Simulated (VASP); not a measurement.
The cell holds one MgF₂ (rutile) (110) slab, with vacuum along c, ions free to move until forces fall under 0.03 eV/Å, no reconstruction beyond this cell, dipole correction on. Ionisation potential and electron affinity count from the cell's own band edges, surface states included.

Consider the following.

```xyz
18
Lattice="3.0547 0.0000 0.0000 0.0000 6.5420 0.0000 0.0000 0.0000 24.8323" Properties=species:S:1:pos:R:3 pbc="T T T"
F      0.0000     3.2710     7.8650
F      0.0000     0.0000    11.1366
F      1.5273     5.3135     9.0211
F      1.5273     1.2285     9.0211
F      3.0547     3.2710    10.4215
F      0.0000     3.2710    14.4107
F      1.5273     1.9690    12.4161
F      1.5273     4.5731    12.4161
F      0.0000     0.0000    13.6957
F      1.5273     5.3135    15.8112
F      1.5273     1.2285    15.8112
F      3.0547     3.2710    16.9672
Mg     0.0000     0.0000     9.2133
Mg     1.5273     3.2710     8.9986
Mg     0.0000     3.2710    12.4161
Mg     1.5273     0.0000    12.4161
Mg     0.0000     0.0000    15.6190
Mg     1.5273     3.2710    15.8337
```

Calculation: PBEsol GGA, VASP's PBE PAW potentials (set 64) (plane waves; VASP). Settings: 450 eV cut-off, 7×3×1 Γ-centred mesh, Gaussian smearing of 0.050 eV, potentials F Mg.

Slab and bulk use different k-meshes, so the surface energy is good to a few per cent at best.

The surface energy is 0.70 J/m². The ionisation potential is 8.77 eV. The electron affinity is 2.92 eV.

The cell is a thin slab with vacuum, built from MgF2 (rutile): (110) face.
